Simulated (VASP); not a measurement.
Collinear spin orders of Co (hcp), each at the geometry relaxed in the ferromagnetic state (one order's cell is shown).

```yaml
crystal:
  lattice:
    - [1.24514, -2.15665, 0.00000]
    - [1.24514, 2.15665, 0.00000]
    - [0.00000, 0.00000, 4.02320]
  atoms:
    - { symbol: Co, position: [0.33333, 0.66667, 0.25000], spin: 1.6 }
    - { symbol: Co, position: [0.66667, 0.33333, 0.75000], spin: 1.6 }
```

Level of theory: PBE GGA, VASP's PBE PAW potentials (set 64) (plane waves; VASP). Run with 400 eV cut-off, 18×18×10 Γ-centred mesh, Gaussian smearing of 0.050 eV, potentials Co.

The cells have different k-meshes, which leaves a few meV/atom of noise.

Problem. Which of these orders lies lowest, and by how much: moments alternating along a3 (doubled cell); ferromagnetic; moments alternating along a1 (doubled cell); moments of sites 2 reversed?

Solution. The order «ferromagnetic» lies lowest, by 123.4 meV/atom.
```json
[
 {"order": "moments alternating along a3 (doubled cell)", "energy over the lowest (meV/atom)": "123.4", "largest site moment (μB)": "1.47"},
 {"order": "ferromagnetic", "energy over the lowest (meV/atom)": "0.0", "largest site moment (μB)": "1.61"},
 {"order": "moments alternating along a1 (doubled cell)", "energy over the lowest (meV/atom)": "199.4", "largest site moment (μB)": "1.14"},
 {"order": "moments of sites 2 reversed", "energy over the lowest (meV/atom)": "229.1", "largest site moment (μB)": "0.93"}
]
```

The compound is Co in the hcp structure. It was relaxed first.
